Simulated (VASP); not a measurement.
The system is CsLi2.

```
CELL_PARAMETERS angstrom
3.96633 0.00000 0.00000
-1.98317 3.43495 0.00000
0.00000 0.00000 10.02838
ATOMIC_POSITIONS crystal
Cs 0.00000 0.00000 0.00000
Li 0.33333 0.66667 0.34863
Li 0.33333 0.66667 0.65137
```

The cell was built by a generator and needn't be a form met in nature.

- Program: VASP 6.6.1
- Task: relaxation of cell and atoms
- Functional: PBE
- Potentials or basis: VASP PAW PBE potentials, release 64 (Cs_sv, Li)
- Cutoff: 600 eV
- k mesh: 8 × 8 × 3
- Occupations: fermi-dirac, width 0.05 eV
- Spin: no spin polarisation

At the start: pressure 0.1 GPa; volume 45.54 Å³/atom.

How do energy, volume and symmetry change on relaxing?

Over 21 steps the energy falls by 5.3 meV/atom and the volume is 45.46 Å³/atom (-0.2 %); space group P-6m2 (No. 187, to 0.05 Å).

The path:
| step | energy change (eV) | largest force (eV/Å) | pressure (GPa) | volume (Å³) |
| --- | --- | --- | --- | --- |
| 1 | 0.0000 | 0.0173 | 0.13 | 136.63 |
| 2 | -0.0143 | 0.0082 | -0.04 | 137.38 |
| 3 | -0.0143 | 0.0081 | -0.05 | 137.37 |
| 4 | -0.0147 | 0.0080 | -0.03 | 137.08 |
| 5 | -0.0150 | 0.0078 | -0.02 | 136.85 |
| 6 | -0.0151 | 0.0078 | -0.02 | 136.74 |
| 7 | -0.0151 | 0.0077 | -0.02 | 136.68 |
| 8 | -0.0151 | 0.0076 | -0.02 | 136.66 |
| 9 | -0.0152 | 0.0076 | -0.02 | 136.64 |
| 10 | -0.0152 | 0.0076 | -0.02 | 136.64 |
| 11 | -0.0152 | 0.0076 | -0.02 | 136.63 |
| 12 | -0.0152 | 0.0076 | -0.02 | 136.63 |
| 13 | -0.0152 | 0.0077 | -0.01 | 136.63 |
| 14 | -0.0152 | 0.0077 | -0.01 | 136.63 |
| 15 | -0.0152 | 0.0077 | -0.01 | 136.63 |
| 16 | -0.0152 | 0.0077 | -0.01 | 136.63 |
| 17 | -0.0152 | 0.0077 | -0.01 | 136.63 |
| 18 | -0.0152 | 0.0077 | -0.01 | 136.63 |
| 19 | -0.0152 | 0.0077 | -0.01 | 136.63 |
| 20 | -0.0154 | 0.0074 | -0.01 | 136.57 |
| 21 | -0.0158 | 0.0063 | 0.01 | 136.38 |

Final structure:
```
CELL_PARAMETERS angstrom
3.97579 0.00000 0.00000
-1.98790 3.44314 0.00000
0.00000 0.00000 9.96295
ATOMIC_POSITIONS crystal
Cs 0.00000 0.00000 0.00000
Li 0.33333 0.66667 0.34875
Li 0.33333 0.66667 0.65125
```
